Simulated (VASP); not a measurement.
Ti3BiO3:

```
CELL_PARAMETERS angstrom
2.36650 -4.01838 0.00000
2.36650 4.01838 0.00000
0.00000 0.00000 6.34502
ATOMIC_POSITIONS crystal
Ti 0.78629 0.21371 0.50000
Ti 0.21371 0.78629 0.50000
Ti 0.50000 0.50000 0.00000
Bi 0.50000 0.50000 0.50000
O 0.00000 0.50000 0.00000
O 0.50000 0.00000 0.00000
O 0.00000 0.00000 0.50000
```

The cell was built by a generator and needn't be a form met in nature.

- Program: VASP 6.6.1
- Task: relaxation of cell and atoms
- Functional: PBE
- Potentials or basis: VASP PAW PBE potentials, release 64 (Ti_sv, Bi_d, O)
- Cutoff: 520 eV
- k mesh: 4 × 4 × 2
- Occupations: gaussian, width 0.15 eV
- Spin: no spin polarisation

At the start: pressure 21.2 GPa; volume 17.24 Å³/atom.

How do energy, volume and symmetry change on relaxing?

Over 14 steps the energy falls by 620.7 meV/atom and the volume is 17.01 Å³/atom (-1.3 %); space group Cmmm (No. 65, to 0.05 Å).

The path:
| step | energy change (eV) | largest force (eV/Å) | pressure (GPa) | volume (Å³) |
| --- | --- | --- | --- | --- |
| 1 | 0.0000 | 3.0110 | 21.18 | 120.68 |
| 2 | 3.4200 | 0.7246 | -14.02 | 160.65 |
| 3 | -1.4241 | 0.5811 | -14.12 | 148.97 |
| 4 | -2.0257 | 0.2646 | -9.87 | 142.76 |
| 5 | -2.2088 | 0.0216 | -5.13 | 136.50 |
| 6 | -3.3478 | 0.3328 | -3.78 | 128.74 |
| 7 | -0.0949 | 3.8012 | 34.17 | 101.56 |
| 8 | -0.2403 | 0.4381 | 4.30 | 124.36 |
| 9 | -3.7253 | 1.8043 | 8.40 | 113.43 |
| 10 | -4.1716 | 1.3640 | 2.63 | 118.74 |
| 11 | -3.9019 | 1.6818 | -3.09 | 119.39 |
| 12 | -4.3248 | 0.2378 | -0.43 | 119.10 |
| 13 | -4.3283 | 0.0895 | -0.29 | 119.07 |
| 14 | -4.3448 | 0.0412 | -0.27 | 119.05 |

Final structure:
```xyz
7
Lattice="2.7334 -4.3891 0.0000 2.7334 4.3891 0.0000 0.0000 0.0000 4.9618" Properties=species:S:1:pos:R:3 pbc="T T T"
Ti    2.7334   -2.5945    2.4809
Ti    2.7334    2.5945    2.4809
Ti    2.7334    0.0000    0.0000
Bi    2.7334    0.0000    2.4809
O     1.3667    2.1945    0.0000
O     1.3667   -2.1945    0.0000
O     0.0000    0.0000    2.4809
```

Caveat: the k mesh is coarse (spacing up to 0.50 Å⁻¹), so the values aren't converged; an odd number of electrons without spin polarisation forces a metal; a magnetic or distorted state may lie lower; the relaxation stopped at a loose force limit of 0.08 eV/Å, so its end isn't a converged minimum.
